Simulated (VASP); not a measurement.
Input:

```xyz
3
Lattice="2.8509 0.0000 0.0000 -1.4254 2.4689 0.0000 0.0000 0.0000 4.8442" Properties=species:S:1:pos:R:3 pbc="T T T"
V     -1.4254     2.4689     4.8442
O      0.0000     1.6460     0.9973
O      1.4254     0.8230     3.8470
```
Starting moments (μB, in the order of the record's atoms V O O): 1.0 0.0 0.0.

These are PBEsol GGA, VASP's PBE PAW potentials (set 64) (plane waves; VASP) values and carry that method's errors. Run with 520 eV cut-off, Gaussian smearing of 0.050 eV, potentials V_sv O.

Without a dispersion term in the relaxation, distances and binding between the weakly bound layers, chains or molecules are unreliable, and so is what depends on them. The moments were started parallel, and other spin orders were not tried in this run.

Problem. Give the spin-up energies of bands 7 to 16 at the high-symmetry points, in eV from the Fermi level.

Solution. 
```tsv
band	Γ	M	K	A	L	H
7	-6.82	-7.30	-6.22	-6.17	-7.40	-6.33
8	-6.09	-5.34	-6.22	-6.08	-5.39	-6.33
9	-6.09	-5.08	-5.42	-6.08	-5.38	-5.25
10	-2.38	-4.57	-4.11	-3.48	-4.41	-3.97
11	-2.28	-3.45	-4.11	-2.31	-3.38	-3.97
12	-2.28	-3.33	-3.49	-2.31	-2.83	-3.71
13	-0.69	-0.36	-0.28	-0.70	-0.44	-0.24
14	-0.69	0.32	0.77	-0.70	0.32	0.71
15	1.08	0.74	0.77	1.27	0.72	0.71
16	3.88	3.62	3.38	3.92	3.62	3.55
```

Problem. Give the spin-down energies of bands 7 to 16 at the high-symmetry points, in eV from the Fermi level.

Solution. 
```
band      Γ      M      K      A      L      H
----  -----  -----  -----  -----  -----  -----
7     -6.55  -7.06  -6.00  -5.87  -7.16  -6.11
8     -5.88  -5.12  -6.00  -5.87  -5.29  -6.11
9     -5.88  -4.99  -5.31  -5.85  -5.17  -5.14
10    -2.35  -4.33  -3.96  -3.46  -4.18  -3.81
11    -2.29  -3.43  -3.96  -2.32  -3.36  -3.81
12    -2.29  -3.28  -3.44  -2.32  -2.78  -3.65
13     0.35   0.57   0.91   0.34   0.50   0.97
14     0.35   1.33   1.60   0.34   1.32   1.55
15     2.10   1.76   1.60   2.25   1.75   1.55
16     4.28   4.13   3.93   4.32   4.13   4.08
```

It has no gap at this level: it comes out as a metal or semimetal.

The structure was generated: VO2 was put into the CdI2 type (P-3m1), which need not be its known phase. It was relaxed first, which changed the volume by +18 %.
